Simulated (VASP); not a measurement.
Na2ZrS2:

```
Na Zr S
1.0
    -2.47618    2.47618    4.04035
     2.47618   -2.47618    4.04035
     2.47618    2.47618   -4.04035
Na Zr S
2 1 2
Direct
  0.35677 0.35677 0.00000
  0.64323 0.64323 0.00000
  0.00000 0.00000 0.00000
  0.75000 0.25000 0.50000
  0.25000 0.75000 0.50000
```

The cell was built by a generator and needn't be a form met in nature.

```yaml
Program: VASP 6.6.1
Task: relaxation of cell and atoms
Functional: PBE
Potentials_or_basis: VASP PAW PBE potentials, release 64 (Na_pv, Zr_sv, S)
Cutoff: 600 eV
k_mesh: 6 × 6 × 6
Occupations: fermi-dirac, width 0.05 eV
Spin: no spin polarisation
Hubbard_terms: Zr d U = 6 eV
```

At the start: pressure 0.4 GPa; volume 19.82 Å³/atom.

Task: Where does the relaxation end?

Result: Over 10 steps the energy falls by 8.0 meV/atom and the volume is 20.06 Å³/atom (+1.2 %); space group I4/mmm (No. 139, to 0.05 Å).

The path:
| step | energy change (eV) | largest force (eV/Å) | pressure (GPa) | volume (Å³) |
| --- | --- | --- | --- | --- |
| 1 | 0.0000 | 0.1583 | 0.43 | 99.09 |
| 2 | -0.0387 | 0.0396 | 0.20 | 99.83 |
| 3 | -0.0400 | 0.0157 | 0.16 | 99.99 |
| 4 | -0.0400 | 0.0187 | 0.16 | 99.97 |
| 5 | -0.0401 | 0.0028 | -0.02 | 100.27 |
| 6 | -0.0401 | 0.0056 | 0.01 | 100.24 |
| 7 | -0.0401 | 0.0032 | 0.00 | 100.25 |
| 8 | -0.0401 | 0.0022 | 0.02 | 100.25 |
| 9 | -0.0401 | 0.0015 | 0.03 | 100.26 |
| 10 | -0.0401 | 0.0024 | -0.02 | 100.28 |

Final structure:
```
Na Zr S
1.0
    -2.45643    2.45643    4.15491
     2.45643   -2.45643    4.15491
     2.45643    2.45643   -4.15491
Na Zr S
2 1 2
Direct
  0.35800 0.35800 0.00000
  0.64200 0.64200 0.00000
  0.00000 0.00000 0.00000
  0.75000 0.25000 0.50000
  0.25000 0.75000 0.50000
```

Caveat: U without spin polarisation on a metal has little footing.
